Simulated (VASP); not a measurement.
Set up this calculation in VASP 6.6.1, as the native input.

```
Task                   : single point
Functional             : PBEsol
Potentials or basis    : VASP PAW PBE potentials, release 64 (Hf_pv, O)
Cutoff                 : 700 eV
k mesh                 : 6 × 6 × 6
Occupations            : gaussian, width 0.05 eV
Spin                   : no spin polarisation
Further INCAR settings : ALGO = Fast; EDIFF = 1e-06; NBANDS = 18
```

The structure of HfO2 lies in POSCAR:

```
HfO2
1.0
    0.0000000000      2.5500000000      2.5500000000
    2.5500000000      0.0000000000      2.5500000000
    2.5500000000      2.5500000000      0.0000000000
Hf O
1 2
Direct
    0.0000000000      0.0000000000      0.0000000000
    0.2500000000      0.2500000000      0.2500000000
    0.7500000000      0.7500000000      0.7500000000
```

The cell was built by a generator and needn't be a form met in nature.

One way to write it, as run:

INCAR

```
  PREC = Accurate
  ENCUT = 700
  EDIFF = 1E-6
  ISMEAR = 0
  SIGMA = 0.05
  LREAL = False
  LASPH = True
  NELM = 60
  ALGO = Fast
  ISIF = 2
  LWAVE = False
  LCHARG = False
  GGA = PS
  NBANDS = 18
```

KPOINTS

```
regular mesh
0
Gamma
  6 6 6
```

Potentials or basis: VASP PAW PBE potentials, release 64 (Hf_pv, O).

The run is started by

```bash
$ cat potpaw_PBE.64/Hf_pv/POTCAR potpaw_PBE.64/O/POTCAR > POTCAR
$ mpirun -np 1 vasp_std > vasp.out
```

Results of the run:

```yaml
Pressure: -11.8 GPa
Band_gap_on_the_k_mesh: 3.63 eV, direct
```

Caveat: the PAW data sets were made with another functional, which shifts forces and pressure a little; spin-orbit coupling is left out, which moves the levels of the heavy elements.

Wall time 13 s on 1 thread of Intel(R) Xeon(R) Platinum 8488C (Sapphire Rapids) (shared host), peak memory 0.18 GiB.
